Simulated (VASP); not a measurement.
# How SCF threshold and SCF solver change a VASP run on PIr2

A convergence test on PIr2: the SCF threshold and SCF solver. The atoms are off their equilibrium sites, so that forces can be compared too. The series runs use r2SCAN. The SCF threshold tried: EDIFF = 0.01; EDIFF = 0.001; EDIFF = 1E-04; EDIFF = 1E-05; EDIFF = 1E-06; EDIFF = 1E-08. The SCF solver tried: ALGO = Normal; ALGO = Fast; ALGO = VeryFast; ALGO = All; ALGO = Damped; AMIX = 0.1, BMIX = 0.01; AMIX = 0.8; IMIX = 1, AMIX = 0.2. The atoms of the start are displaced at random from the sites of a Fm-3m cell.

Calculated with VASP 6.6.1; r2SCAN; plane waves and PAW (P, Ir).

Report form: the programs' logs are mostly left out.

The database entry behind the starting cell differs from later determinations by our own check (0.1 to 0.3 % short, probably kX units), so it need not match the best structure at ambient conditions.

## 1. The structure

The structure is triclinic, space group P1 (No. 1). Conventional cell: a = 3.914 Å, b = 3.914 Å, c = 3.914 Å, α = 60.00°, β = 60.00°, γ = 60.00°. Nearest to P lie 8 Ir at 2.37 to 2.43 Å. Nearest to Ir lie 4 P at 2.37 to 2.43 Å. Nearest to Ir lie 4 P at 2.37 to 2.42 Å. Farther neighbours are not listed.

As a file:

```xyz
3
Lattice="0.0000 2.7675 2.7675 2.7675 0.0000 2.7675 2.7675 2.7675 0.0000" Properties=species:S:1:pos:R:3 pbc="T T T"
P     0.0218    0.0249   -0.0070
Ir    1.4149    1.3751    1.3553
Ir    4.1612    4.2063    4.1460
```

## 2. SCF threshold: EDIFF = 0.01

EDIFF stops the electronic loop; forces need it tighter than energies do. r2SCAN adds the kinetic-energy density, costs more than a GGA and is run with LASPH.

File INCAR:

```
SYSTEM = PIr2
PREC = Accurate
ENCUT = 400
EDIFF = 0.01
NELM = 100
ISMEAR = -1
SIGMA = 0.05
LREAL = .FALSE.
ALGO = Normal
METAGGA = R2SCAN
LASPH = .TRUE.
NBANDS = 17
LORBIT = 11
LWAVE = .FALSE.
LCHARG = .FALSE.
KPAR = 4
ISIF = 2
```

File POSCAR:

```
PIr2
1.0
    0.0000000000      2.7675000000      2.7675000000
    2.7675000000      0.0000000000      2.7675000000
    2.7675000000      2.7675000000      0.0000000000
P Ir
1 2
Direct
   -0.0006980000     -0.0018240000      0.0097090000
    0.2376690000      0.2520630000      0.2591990000
    0.7571980000      0.7409000000      0.7626800000
```

File KPOINTS:

```
Automatic mesh
0
Gamma
7 7 7
0 0 0
```

PAW data sets: P and Ir (PBE family, release 64).

Run with:

```
> mpirun -np 4 vasp_std
```

Run time: 30 s. Hardware: 4 MPI ranks of Intel Xeon 6975P-C (Granite Rapids), shared host; peak memory 0.85 GiB; 1.9 min of CPU time.

This run has no spin polarisation. Its electron count is odd, so without a moment it is a metal by construction. The k-mesh is coarse for a metal. The PAW data sets were made with PBE, which is usual practice but a small mismatch for other functionals.

Numbers from this step:

```yaml
scf_cycles: 9
electrons: 23
bands: 17
irreducible_k_points: 172
symmetry_operations: 1
free_energy_toten: -115.1003 eV
energy_at_zero_smearing: -115.0964 eV
fermi_energy: 9.725 eV
pressure: 3.779 GPa
metallic: yes
```

The series starts at -38.3655 eV an atom and 3.78 GPa, after 9 cycles in 30 s.

## 3. SCF threshold: EDIFF = 0.001

Changes to INCAR since step 2:

```diff
@@ -3,3 +3,3 @@
 ENCUT = 400
-EDIFF = 0.01
+EDIFF = 0.001
 NELM = 100
```

POSCAR is that of step 2.

KPOINTS is that of step 2.

Run with:

```
> mpirun -np 4 vasp_std
```

It took 33 s on 4 MPI ranks; peak memory 0.84 GiB; 2.2 min of CPU time.

Against the run before the energy moves by -0.07 meV an atom and the pressure by +0.34 GPa, after 10 cycles in 33 s.

## 4. SCF threshold: EDIFF = 1E-04

Changes to INCAR since step 3:

```diff
@@ -3,3 +3,3 @@
 ENCUT = 400
-EDIFF = 0.001
+EDIFF = 1E-04
 NELM = 100
```

POSCAR is that of step 3.

KPOINTS is that of step 3.

Run with:

```
> mpirun -np 4 vasp_std
```

Run time: 36 s. Hardware: 4 MPI ranks; peak memory 0.84 GiB.

Against the run before the energy stays within 0.01 meV an atom; the pressure moves by +0.05 GPa, after 11 cycles in 36 s.

## 5. SCF threshold: EDIFF = 1E-05

Changes to INCAR since step 4:

```diff
@@ -3,3 +3,3 @@
 ENCUT = 400
-EDIFF = 1E-04
+EDIFF = 1E-05
 NELM = 100
```

POSCAR is that of step 4.

KPOINTS is that of step 4.

Run with:

```
> mpirun -np 4 vasp_std
```

It took 40 s on 4 MPI ranks; peak memory 0.84 GiB; 2.6 min of CPU time.

Against the run before the energy stays within 0.01 meV an atom; the pressure moves by +0.04 GPa, after 12 cycles in 40 s.

## 6. SCF threshold: EDIFF = 1E-06

Changes to INCAR since step 5:

```diff
@@ -3,3 +3,3 @@
 ENCUT = 400
-EDIFF = 1E-05
+EDIFF = 1E-06
 NELM = 100
```

POSCAR is that of step 5.

KPOINTS is that of step 5.

Run with:

```
> mpirun -np 4 vasp_std
```

Run time: 45 s. Hardware: 4 MPI ranks; peak memory 0.83 GiB.

Against the run before the energy stays within 0.01 meV an atom; the pressure moves by -0.01 GPa, after 14 cycles in 45 s.

## 7. SCF threshold: EDIFF = 1E-08

Changes to INCAR since step 6:

```diff
@@ -3,3 +3,3 @@
 ENCUT = 400
-EDIFF = 1E-06
+EDIFF = 1E-08
 NELM = 100
```

POSCAR is that of step 6.

KPOINTS is that of step 6.

Run with:

```
> mpirun -np 4 vasp_std
```

Wall time 53 s (4 MPI ranks); peak memory 0.84 GiB; 3.5 min of CPU time.

Against the run before the energy stays within 0.01 meV an atom and the pressure within 0.01 GPa, after 17 cycles in 53 s.

## 8. The SCF threshold series as a table

This step: convergence of r2SCAN results with the threshold; plane waves and PAW (VASP 6.6.1).

Derived from the runs above.

Differences are taken from the run with EDIFF = 1E-08. Results of the series, by row:

| setting | status | energy less the reference (meV/atom) | pressure (GPa) | largest force difference (meV/Å) | SCF cycles | wall time (s) |
| --- | --- | --- | --- | --- | --- | --- |
| EDIFF = 0.01 | converged | 0.06755 | 3.779 | 1.48 | 9 | 30 |
| EDIFF = 0.001 | converged | -0.003753 | 4.117 | 1.293 | 10 | 33 |
| EDIFF = 1E-04 | converged | -0.002633 | 4.165 | 1.076 | 11 | 36 |
| EDIFF = 1E-05 | converged | -6.67e-4 | 4.201 | 0.733 | 12 | 40 |
| EDIFF = 1E-06 | converged | -7.00e-5 | 4.189 | 0.139 | 14 | 45 |
| EDIFF = 1E-08 | converged | 0 | 4.186 | 0 | 17 | 53 |

## 9. SCF solver: ALGO = Normal

This step: r2SCAN; plane waves and PAW (P, Ir) (VASP 6.6.1).

All solvers should reach one answer; they differ in cycles and robustness.

Changes to INCAR since step 7:

```diff
@@ -3,3 +3,3 @@
 ENCUT = 400
-EDIFF = 1E-08
+EDIFF = 1E-06
 NELM = 100
```

POSCAR is that of step 7.

KPOINTS is that of step 7.

Run with:

```
> mpirun -np 4 vasp_std
```

It took 45 s on 4 MPI ranks; peak memory 0.85 GiB; 2.9 min of CPU time.

Numbers from this step:

| Property | Result |
| --- | --- |
| SCF cycles | 14 |
| pressure | 4.189 GPa |

The series starts at -38.3655 eV an atom and 4.19 GPa, after 14 cycles in 45 s.

## 10. SCF solver: ALGO = Fast

Changes to INCAR since step 9:

```diff
@@ -8,3 +8,3 @@
 LREAL = .FALSE.
-ALGO = Normal
+ALGO = Fast
 METAGGA = R2SCAN
```

POSCAR is that of step 9.

KPOINTS is that of step 9.

Run with:

```
> mpirun -np 4 vasp_std
```

Run time: 69 s. Hardware: 4 MPI ranks; peak memory 0.83 GiB.

Against the first of the series the energy stays within 0.01 meV an atom; the pressure moves by -0.09 GPa, after 17 cycles in 69 s.

## 11. SCF solver: ALGO = VeryFast

Changes to INCAR since step 10:

```diff
@@ -8,3 +8,3 @@
 LREAL = .FALSE.
-ALGO = Fast
+ALGO = VeryFast
 METAGGA = R2SCAN
```

POSCAR is that of step 10.

KPOINTS is that of step 10.

Run with:

```
> mpirun -np 4 vasp_std
```

The job ended after 87 s (4 MPI ranks; peak memory 0.82 GiB; 5.7 min of CPU time).

Against the first of the series the energy stays within 0.01 meV an atom; the pressure moves by -0.01 GPa, after 22 cycles in 87 s.

## 12. SCF solver: ALGO = All

Changes to INCAR since step 11:

```diff
@@ -8,3 +8,3 @@
 LREAL = .FALSE.
-ALGO = VeryFast
+ALGO = All
 METAGGA = R2SCAN
```

POSCAR is that of step 11.

KPOINTS is that of step 11.

Run with:

```
> mpirun -np 4 vasp_std
```

Run time: 62 s. Hardware: 4 MPI ranks; peak memory 1.1 GiB.

Against the first of the series the energy stays within 0.01 meV an atom and the pressure within 0.01 GPa, after 17 cycles in 62 s.

## 13. SCF solver: ALGO = Damped

Changes to INCAR since step 12:

```diff
@@ -8,3 +8,3 @@
 LREAL = .FALSE.
-ALGO = All
+ALGO = Damped
 METAGGA = R2SCAN
```

POSCAR is that of step 12.

KPOINTS is that of step 12.

Run with:

```
> mpirun -np 4 vasp_std
```

Run time: 64 s. Hardware: 4 MPI ranks; peak memory 1.1 GiB.

Against the first of the series the energy stays within 0.01 meV an atom; the pressure moves by +0.04 GPa, after 22 cycles in 64 s.

## 14. SCF solver: AMIX = 0.1, BMIX = 0.01

Changes to INCAR since step 13:

```diff
@@ -8,3 +8,3 @@
 LREAL = .FALSE.
-ALGO = Damped
+ALGO = Normal
 METAGGA = R2SCAN
@@ -17 +17,3 @@
 ISIF = 2
+AMIX = 0.1
+BMIX = 0.01
```

POSCAR is that of step 13.

KPOINTS is that of step 13.

Run with:

```
> mpirun -np 4 vasp_std
```

Run time: 78 s. Hardware: 4 MPI ranks; peak memory 0.83 GiB; 5.1 min of CPU time.

Against the first of the series the energy stays within 0.01 meV an atom; the pressure moves by -0.03 GPa, after 25 cycles in 78 s.

## 15. SCF solver: AMIX = 0.8

Changes to INCAR since step 14:

```diff
@@ -17,3 +17,2 @@
 ISIF = 2
-AMIX = 0.1
-BMIX = 0.01
+AMIX = 0.8
```

POSCAR is that of step 14.

KPOINTS is that of step 14.

Run with:

```
> mpirun -np 4 vasp_std
```

Run time: 51 s. Hardware: 4 MPI ranks; peak memory 0.85 GiB.

Against the first of the series the energy stays within 0.01 meV an atom and the pressure within 0.01 GPa, after 15 cycles in 51 s.

## 16. SCF solver: IMIX = 1, AMIX = 0.2

Changes to INCAR since step 15:

```diff
@@ -17,2 +17,3 @@
 ISIF = 2
-AMIX = 0.8
+IMIX = 1
+AMIX = 0.2
```

POSCAR is that of step 15.

KPOINTS is that of step 15.

Run with:

```
> mpirun -np 4 vasp_std
```

Elapsed: 84 s, on 4 MPI ranks; peak memory 0.84 GiB.

Against the first of the series the energy stays within 0.01 meV an atom; the pressure moves by +0.09 GPa, after 27 cycles in 84 s.

## 17. The SCF solver series as a table

This step: convergence of r2SCAN results with the solver; plane waves and PAW (VASP 6.6.1).

No new run; the numbers come from the runs before.

Differences are taken from the run with ALGO = Normal. Results of the series, by row:

| setting | status | energy less the reference (meV/atom) | pressure (GPa) | largest force difference (meV/Å) | SCF cycles | wall time (s) |
| --- | --- | --- | --- | --- | --- | --- |
| ALGO = Normal | converged | 0 | 4.189 | 0 | 14 | 45 |
| ALGO = Fast | converged | -1.73e-4 | 4.1 | 0.161 | 17 | 69 |
| ALGO = VeryFast | converged | 1.60e-4 | 4.183 | 0.145 | 22 | 87 |
| ALGO = All | converged | 1.07e-4 | 4.187 | 0.126 | 17 | 62 |
| ALGO = Damped | converged | 3.90e-4 | 4.227 | 0.176 | 22 | 64 |
| AMIX = 0.1, BMIX = 0.01 | converged | -1.47e-4 | 4.164 | 0.218 | 25 | 78 |
| AMIX = 0.8 | converged | 1.73e-4 | 4.191 | 0.139 | 15 | 51 |
| IMIX = 1, AMIX = 0.2 | converged | 0.00252 | 4.275 | 0.09 | 27 | 84 |

## 18. Outcome

```yaml
scf_threshold_from_which_the_energy_stays_within_10_mev_atom_of_the_reference: EDIFF = 0.01
scf_threshold_from_which_the_energy_stays_within_1_mev_atom_of_the_reference: EDIFF = 0.01
scf_threshold_from_which_the_pressure_stays_within_0p2_gpa_of_the_reference: EDIFF = 0.001
spread_of_the_pressure_over_the_scf_threshold: 0.422 GPa
spread_of_the_energy_over_the_scf_threshold: 0.0713 meV/atom
fewest_scf_cycles: ALGO = Normal (14)
most_scf_cycles_among_converged_runs: IMIX = 1, AMIX = 0.2 (27)
spread_of_the_pressure_over_the_scf_solver: 0.174 GPa
spread_of_the_energy_over_the_scf_solver: 0.00269 meV/atom
```

From EDIFF = 0.01 on, the energy stays within 1 meV an atom of the reference, at 57 % of its time. The pressure holds within 0.2 GPa from EDIFF = 0.001 on. The loosest stop saves 8 of 17 cycles and costs +0.1 meV an atom, -0.41 GPa, 1.5 meV/Å in forces. All SCF solvers that converged agree within 0.05 meV an atom. No setting beats the 45 s of ALGO = Normal by a fifth or more; the slowest converged run is ALGO = VeryFast, at 87 s. On a shared host such times are rough. Yet the pressure of ALGO = Fast is -0.09 GPa off: EDIFF tests the energy, which is second order in the error of the density, while the stress is first order.

[Lines on the potential files, build, host, timing and source positions are cut from VASP's logs without a mark.]

[Logs are printed without paths, hosts, clocks, repeated set-up lines and the standing remarks that a program may print on its own settings, such as how far it seeks lower states.]

[Hosts, paths, dates, database ids (printed as entryN), source tags and the programs' standing remarks are cut or masked in the printed files.]

[A measured line is paired with the nearest computed mode of its activity, which favours agreement.]

[In band tables of VASP the shares of atoms and orbitals are scaled to a sum of 1 inside the atoms' spheres.]
